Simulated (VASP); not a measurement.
KZnF3 (cubic perovskite): the lattice constant a from VASP (plane waves, PAW) at several levels of theory. Static lattice.

```csv
level,lattice constant a (Å)
LDA,3.986
PBE,4.138
PBEsol,4.064
SCAN,4.036
r2SCAN,4.054
```

The cell of the LDA run:

```yaml
crystal:
  lattice:
    - [3.98578, 0.00000, 0.00000]
    - [0.00000, 3.98578, 0.00000]
    - [0.00000, 0.00000, 3.98578]
  atoms:
    - { symbol: K, position: [0.00000, 0.00000, 0.00000] }
    - { symbol: Zn, position: [0.50000, 0.50000, 0.50000] }
    - { symbol: F, position: [0.50000, 0.00000, 0.50000] }
    - { symbol: F, position: [0.00000, 0.50000, 0.50000] }
    - { symbol: F, position: [0.50000, 0.50000, 0.00000] }
```

Only levels that ran to the end are used. Left out are those held back, those with too coarse a band path, GW runs whose mesh misses a band edge, hybrids' fits of cells that aren't cubic and levels without matching references; a question may draw on a part of the rest.

The compound is KZnF3 in the cubic perovskite structure.
